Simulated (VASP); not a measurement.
The system is PtSe2.

```
CELL_PARAMETERS angstrom
3.72400 0.00000 0.00000
-1.86200 3.22508 0.00000
0.00000 0.00000 5.22905
ATOMIC_POSITIONS crystal
Pt 0.00000 0.00000 0.00000
Se 0.33333 0.66667 0.24201
Se 0.66667 0.33333 0.75799
```

| Item | Value |
| --- | --- |
| Program | VASP 6.6.1 |
| Task | relaxation of the atoms |
| Functional | rev-vdW-DF2 |
| Potentials or basis | VASP PAW PBE potentials, release 64 (Pt, Se) |
| Cutoff | 520 eV |
| k mesh | 10 × 10 × 8 |
| Occupations | gaussian, width 0.05 eV |
| Spin | no spin polarisation |

At the start: pressure 5.2 GPa; volume 20.93 Å³/atom.

Where does the relaxation end?

Over 5 steps the energy falls by 16.1 meV/atom; space group P-3m1 (No. 164, to 0.05 Å).

The path:
| step | energy change (eV) | largest force (eV/Å) | pressure (GPa) |
| --- | --- | --- | --- |
| 1 | 0.0000 | 0.7631 | 5.16 |
| 2 | -0.0396 | 0.3162 | 2.77 |
| 3 | -0.0483 | 0.0065 | 1.16 |
| 4 | -0.0483 | 0.0075 | 1.09 |
| 5 | -0.0483 | 0.0001 | 1.13 |

Final structure:
```
Pt Se
1.0
     3.72400    0.00000    0.00000
    -1.86200    3.22508    0.00000
     0.00000    0.00000    5.22905
Pt Se
1 2
Direct
  0.00000 0.00000 0.00000
  0.33333 0.66667 0.25442
  0.66667 0.33333 0.74558
```

Caveat: the PAW data sets were made with another functional, which shifts forces and pressure a little.
